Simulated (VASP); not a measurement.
ZnSe (zinc blende): the mBJ gap over mesh and path against the volume, with the cell scaled uniformly; PBEsol's own equilibrium is at 22.361 Å³/atom. VASP (PAW), 400 eV cut-off, 9×9×9 Γ-centred mesh, Gaussian smearing of 0.050 eV, potentials Zn Se. mBJ is a potential without an energy functional, so only the levels count. Fit the value as a straight line in ln V.

| V (Å³/atom) | mBJ gap over mesh and path (eV) |
|---|---|
| 19.677 | 3.332 |
| 20.348 | 3.197 |
| 21.019 | 3.070 |
| 21.69 | 2.949 |
| 22.361 | 2.838 |
| 23.031 | 2.730 |

### Question
Fit the rows as the text says and predict the value at 23.702.

### Answer
The slope against ln V is -3.82 eV, the volume deformation potential of this gap. The line misses the rows by up to 0.005 and gives 2.615 at 23.702. The run gave 2.625, +0.010 from the line.

Left out are failed runs and those whose mesh is unfit for this quantity.

The compound is ZnSe in the zinc blende structure.
